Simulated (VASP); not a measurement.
Runs of VASP 6.6.1 on Be3BAs3. All rows change the cell; the cell of one of them follows. Symmetry: P4/mmm, No. 123, tetragonal system. Conventional cell: a = 4.553 Å, b = 4.553 Å, c = 7.642 Å, α = 90.00°, β = 90.00°, γ = 90.00°. Be (site symmetry 4mm) is surrounded by 1 B at 1.79 Å and 1 As at 2.03 Å. Be (site symmetry 4/mmm) has 4 As at 2.28 Å as nearest neighbours. B (site symmetry 4/mmm) is surrounded by 2 Be at 1.79 Å. Around As (site symmetry mmm) lie 2 Be at 2.28 Å and 2 B at 2.28 Å. As (site symmetry 4/mmm) has 2 Be at 2.03 Å as nearest neighbours. The cell was built by a generator and needn't be a form met in nature.

```tsv
task	cell	k mesh	cutoff (eV)	mesh quality	gap on the mesh (eV)	pressure (GPa)	relaxed volume (Å³/atom)	largest force (eV/Å)
relaxation of cell and atoms	relaxed from: random cell by space group and Wyckoff sites (P4/mmm, No. 123)	8 × 8 × 6	600	not flagged	none	0.0	(a)	-
relaxation of cell and atoms	relaxed from: random cell by space group and Wyckoff sites (P4/mmm, No. 123)	4 × 4 × 2	600	coarse	none	0.0	22.78	-
single point	random cell by space group and Wyckoff sites (P4/mmm, No. 123)	8 × 8 × 6	520	not flagged	none	0.1	-	0.03
single point	random cell by space group and Wyckoff sites (P4/mmm, No. 123)	4 × 4 × 2	520	coarse	none	49.0	-	11.45
```

Alike in all rows: level PBE; potentials or basis VASP PAW PBE potentials, release 64 (Be, B, As); no spin polarisation; smearing gaussian 0.1 eV.

Task: Fill in the values left out.

Result: (a) 22.84.

Caveats: some runs use coarse meshes; the volume moved by over 15 % at a fixed basis, so the end points are rough (some runs); a pressure of tens of GPa on the cell as given is suspect, and the run, the potentials or the cell itself is likely at fault (some runs); forces of over 1 eV/Å show positions far from the minimum, so gaps and moduli don't describe the material at rest (some runs).

A k mesh can miss the band edges, and the runs leave out spin-orbit coupling on As.

A gap of «none» marks a metal or a gap under the smearing width.
